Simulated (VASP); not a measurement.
Calculation: optB88-vdW, VASP's PBE PAW potentials (set 64) (plane waves; VASP).

A VASP calculation is set up with these files.

**KPOINTS**
```
Regular mesh
0
Gamma
  6 6 6
0 0 0
```

File POSCAR:
```
SrTiO3
1
    3.8862427590     0.0000000000     0.0000000000
    0.0000000000     3.8862427590     0.0000000000
    0.0000000000     0.0000000000     3.8862427590
Sr Ti O
1 1 3
Direct
  0.0000000000   0.0000000000   0.0000000000
  0.5000000000   0.5000000000   0.5000000000
  0.5000000000   0.0000000000   0.5000000000
  0.0000000000   0.5000000000   0.5000000000
  0.5000000000   0.5000000000   0.0000000000
```

**INCAR**
```
LWAVE  =  F
LMAXMIX  =  4   # l cut-off of mixed one-centre charges
PARAM2  =  0.22
NELM  =  100   # most electronic steps
LUSE_VDW  =  T
ENCUT  =  520
AGGAC  =  0.0
EDIFF  =  1E-7   # SCF stop (eV)
PARAM1  =  0.1833333333
ALGO  =  Normal   # blocked Davidson
LREAL  =  F   # projection in real space or not
ISIF  =  2   # forces and stress, cell fixed
LASPH  =  T   # aspherical one-centre terms
ISMEAR  =  0
LCHARG  =  F
GGA  =  BO
PREC  =  Accurate
SYSTEM  =  SrTiO3
SIGMA  =  0.05   # width (eV)
```

POTCAR, in this order: Sr_sv Ti_sv O (PBE.64 set). Program: vasp_std.

What does the run give for the energy per atom (σ→0), pressure, band gap (on the k-mesh)?

```yaml
energy per atom (σ→0): -595.5 kJ/mol of atoms
band gap (on the k-mesh): 1.89 eV
pressure: 5.83 GPa
```

File OSZICAR:
```
...
DAV:  11    -0.308578734625E+02    0.71235E-02   -0.60011E-02  1464   0.199E+00    0.170E-01
DAV:  12    -0.308577210895E+02    0.15237E-03   -0.20815E-03  1168   0.491E-01    0.101E-01
DAV:  13    -0.308576302480E+02    0.90842E-04   -0.85196E-04  1384   0.292E-01    0.339E-02
DAV:  14    -0.308576407931E+02   -0.10545E-04   -0.82556E-05  1208   0.103E-01    0.173E-02
DAV:  15    -0.308576389467E+02    0.18464E-05   -0.85512E-06  1240   0.325E-02    0.658E-03
DAV:  16    -0.308576388040E+02    0.14277E-06   -0.19149E-06  1608   0.144E-02    0.308E-03
DAV:  17    -0.308576387234E+02    0.80562E-07   -0.22336E-07   984   0.503E-03
   1 F= -.30857639E+02 E0= -.30857639E+02  d E =-.222856E-25
```

The compound is SrTiO3 in the cubic perovskite structure, the ideal cubic form; the compound distorts at low or room temperature. This cell is one point of a volume scan, at 0.97 of the reference volume.
